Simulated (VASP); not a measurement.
Here is the system:

```xyz
6
Lattice="4.5956 0.0000 -0.6502 0.0000 5.3667 0.0000 -0.9454 0.0000 5.6776" Properties=species:S:1:pos:R:3 pbc="T T T"
Pb     0.8805     4.0539     3.5849
Pb     2.7697     1.3706     1.4425
Cl     1.4449     1.3547     4.3917
Cl     2.2053     4.0381     0.6357
F      0.4532     1.3073     1.5998
F      3.1970     3.9906     3.4276
```

These are LDA (Ceperley-Alder, Perdew-Zunger), VASP's LDA PAW potentials (set 64) (plane waves; VASP) values and carry that method's errors. Settings: 520 eV cut-off, 6×5×5 Γ-centred mesh, tetrahedra with Blöchl corrections, potentials Pb_d Cl F.

The cores are frozen, which limits the accuracy of field gradients.

Question: Give the principal components of the electric field gradient (V/Å²) and the asymmetry η at each nucleus.

Answer: 
```
atom    Vxx    Vyy     Vzz     η
----  -----  -----  ------  ----
Pb1    91.9   13.8  -105.7  0.74
Pb2    91.9   13.8  -105.7  0.74
Cl3    38.3   34.2   -72.5  0.06
Cl4    38.3   34.2   -72.5  0.06
F5    -46.0  -20.0    66.0  0.39
F6    -46.0  -20.0    66.0  0.39
```

The structure comes from a computed database's PbClF entry (P2_1); how it stands against other phases isn't given here. It was relaxed first, which changed the volume by -15 %.
